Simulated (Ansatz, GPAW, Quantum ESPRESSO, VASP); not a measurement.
# Y2CN2O2 (P-3m1, 7 atoms in the cell) computed with different codes at matched settings

Self-consistent single point.

```
Y2C(NO)2
1.0
    3.66940     0.00000     0.00000
   -1.83470     3.17779     0.00000
    0.00000     0.00000     8.10351
Y C N O
2 1 2 2
Direct
  0.33333   0.66667   0.67752
  0.66667   0.33333   0.32248
  0.00000   0.00000   0.00000
  0.00000   0.00000   0.15015
  0.00000   0.00000   0.84985
  0.33333   0.66667   0.39666
  0.66667   0.33333   0.60334
```

Shared settings, as Ansatz (an electronic-structure program) writes them: kpoints.mp_grid.grid = 5 5 2; scf.occupations.method = fixed. Potentials and cutoffs stand in the table.

```csv
code,model,pressure (GPa),largest force (eV/Å),gap on the mesh (eV),cutoff
VASP,"PBEsol, VASP's PBE PAW potentials (set 64)",-0.72,1.621,–,400 eV
GPAW,"PBEsol, GPAW PAW datasets PBEsol (made by gpaw-setup)",–,1.422,3.943,900 eV
Quantum ESPRESSO,"PBEsol, PseudoDojo standard norm-conserving (PBESOL) pseudopotentials",3.06,1.480,3.942,85 Ry
Ansatz,"PBEsol, PAW files made with PBE",2.65,1.319,3.933,420 eV
```

Size of the force on each atom (eV/Å): Sizes of forces hide their directions.

```
code                 Y1     Y2     C3     N4     N5     O6     O7
----------------  -----  -----  -----  -----  -----  -----  -----
VASP              0.052  0.052  0.000  1.621  1.621  0.014  0.014
GPAW              0.003  0.003  0.000  1.422  1.422  0.034  0.034
Quantum ESPRESSO  0.024  0.024  0.000  1.480  1.480  0.034  0.034
Ansatz            0.056  0.056  0.000  1.319  1.319  0.029  0.029
```

A dash marks a value that a program does not give, or that is left out as unsure.

No gap is tabulated for VASP: it is not read from that output, or partly filled or unconverged empty levels leave it unsure.

Gaps are read on the mesh.

The spread over the programs that give each value: pressure within 3.78 GPa; largest force within 0.302 eV/Å; gap on the mesh within 0.010 eV.

Ansatz's pressure is given at a fixed set of plane waves, as the other plane-wave codes print theirs; with its correction for the finite basis it is 2.96 GPa (the shift of 0.31 GPa shows how far the cutoff is from converged). The pressure of GPAW is left out: its cutoff lies under the one at which its stress was checked. In the pressure, VASP (by 3.37) lies more than 1 GPa from the median of the plane-wave programs. In the force vectors, VASP (by 0.170) and Ansatz (by 0.132) lie more than 0.08 eV/Å from the median of the plane-wave programs.

On the base mesh (7 7 3) the same programs gave: Ansatz pressure 2.65 GPa, gap on the mesh 3.934 eV; Quantum ESPRESSO pressure 3.06 GPa, gap on the mesh 3.942 eV; GPAW gap on the mesh 3.943 eV; VASP pressure -0.68 GPa.

VASP's run is marked for a possible Pulay error in its stress at this cutoff; no cutoff test was made.

VASP ran the fixed occupations as a Gaussian smearing of 0.01 eV.

The starting cell comes from a database of computed structures (which also holds hypothetical and non-ambient phases and stackings), without a prior relaxation at this level. Its lattice was rescaled by a random factor within 2.5 % of one.

Left out of this page: CP2K (on another mesh); FLEUR and SIESTA (not drawn, or without a comparable value).

Keys are those of Ansatz 0.2.
